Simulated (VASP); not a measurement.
Consider the following.

```yaml
crystal:
  lattice:
    - [0.00000, 2.08010, 2.08010]
    - [2.08010, 0.00000, 2.08010]
    - [2.08010, 2.08010, 0.00000]
  atoms:
    - { symbol: Mg, position: [0.00000, 0.00000, 0.00000] }
    - { symbol: O, position: [0.50000, 0.50000, 0.50000] }
```

These are HSEsol screened hybrid, VASP's PBE PAW potentials (set 64) (plane waves; VASP 6.6.1) values and carry that method's errors. Numerical set-up: 520 eV cut-off, 8×8×8 Γ-centred mesh, Gaussian smearing of 0.050 eV, potentials Mg O.

### Question
Give the stress tensor in GPa (positive for a compressed cell).

### Answer

```
1.75  0.00  0.00
0.00  1.75  0.00
0.00  0.00  1.75
```
The pressure is its mean diagonal, 1.75 GPa.

The compound is MgO in the rock salt structure. This cell is one point of a volume scan, at 0.94 of the reference volume. The cell's shape comes from a PBE relaxation.
